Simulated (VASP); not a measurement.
Calculation: LDA (Ceperley-Alder, Perdew-Zunger), VASP's LDA PAW potentials (set 64) (plane waves; VASP).

The input files of a VASP run:

**INCAR**
```
SYSTEM = Pt
PREC = Accurate
ENCUT = 400
EDIFF = 1E-8
NELM = 100
ALGO = Normal
LREAL = .FALSE.
LASPH = .TRUE.
ISMEAR = 1
SIGMA = 0.1
LMAXMIX = 6
LWAVE = .FALSE.
LCHARG = .FALSE.
IBRION = 1
ISIF = 2
NSW = 30
EDIFFG = -0.001
```

File POSCAR:
```
Pt
1.0
  0.0000000000   1.9480024004   1.9480024004
  1.9480024004   0.0000000000   1.9480024004
  1.9480024004   1.9480024004   0.0000000000
Pt
1
direct
  0.0000000000   0.0000000000   0.0000000000
```

KPOINTS:
```
K-points
0
gamma
14 14 14
```

POTCAR, in this order: Pt (LDA.64 set). Program: vasp_std.

What VASP printed:

File OSZICAR:
```
       N       E                     dE             d eps       ncg     rms          rms(c)
DAV:   1     0.220943838446E+02    0.22094E+02   -0.47011E+03  2232   0.818E+02
DAV:   2    -0.771386713223E+01   -0.29808E+02   -0.28160E+02  1967   0.155E+02
DAV:   3    -0.794681723768E+01   -0.23295E+00   -0.23194E+00  2242   0.140E+01
DAV:   4    -0.794745709855E+01   -0.63986E-03   -0.63984E-03  2123   0.767E-01
DAV:   5    -0.794746139016E+01   -0.42916E-05   -0.42913E-05  2126   0.584E-02    0.140E+01
DAV:   6    -0.756428695025E+01    0.38317E+00   -0.98839E-01  1907   0.899E+00    0.721E+00
DAV:   7    -0.751795629879E+01    0.46331E-01   -0.16091E-01  1978   0.346E+00    0.261E+00
DAV:   8    -0.751318187146E+01    0.47744E-02   -0.50734E-03  1984   0.762E-01    0.473E-01
DAV:   9    -0.751307182402E+01    0.11005E-03   -0.44318E-05  1966   0.736E-02    0.254E-02
DAV:  10    -0.751307392713E+01   -0.21031E-05   -0.16504E-06  2182   0.995E-03    0.221E-03
DAV:  11    -0.751307394877E+01   -0.21644E-07   -0.40860E-08  2222   0.207E-03    0.912E-04
DAV:  12    -0.751307394817E+01    0.59663E-09   -0.14317E-09  1111   0.361E-04
   1 F= -.75130739E+01 E0= -.75132095E+01  d E =-.751307E+01
```

File OUTCAR:
```
------------------------ aborting loop because EDIFF is reached ----------------------------------------
  FORCE on cell =-STRESS in cart. coord.  units (eV):
  Direction    XX          YY          ZZ          XY          YZ          ZX
  --------------------------------------------------------------------------------------
  Total        0.0007281      0.0007281      0.0007281     -0.0000000      0.0000000     -0.0000000
  in kB        0.0789051      0.0789051      0.0789051     -0.0000000      0.0000000     -0.0000000
  external PRESSURE =       0.0789051 kB  Pullay stress =       0.0000000 kB
  volume of cell :       14.78
      direct lattice vectors                 reciprocal lattice vectors
     0.000000000  1.948002400  1.948002400    -0.256673195  0.256673195  0.256673195
     1.948002400  0.000000000  1.948002400     0.256673195 -0.256673195  0.256673195
     1.948002400  1.948002400  0.000000000     0.256673195  0.256673195 -0.256673195
 POSITION                                       TOTAL-FORCE (eV/Angst)
 -----------------------------------------------------------------------------------
      0.00000      0.00000      0.00000         0.000000      0.000000      0.000000
 -----------------------------------------------------------------------------------
    total drift:                                0.000000     -0.000000      0.000000
  FREE ENERGIE OF THE ION-ELECTRON SYSTEM (eV)
  ---------------------------------------------------
  free  energy   TOTEN  =        -7.5130739482 eV

  energy  without entropy=       -7.5134805138  energy(sigma->0) =       -7.51320947

 reached required accuracy - stopping structural energy minimisation
```
(Selected blocks of OUTCAR.)

The structure comes from a computed database's Pt entry (Fm-3m); how it stands against other phases isn't given here. It was relaxed first. The start is the result of an earlier pass.
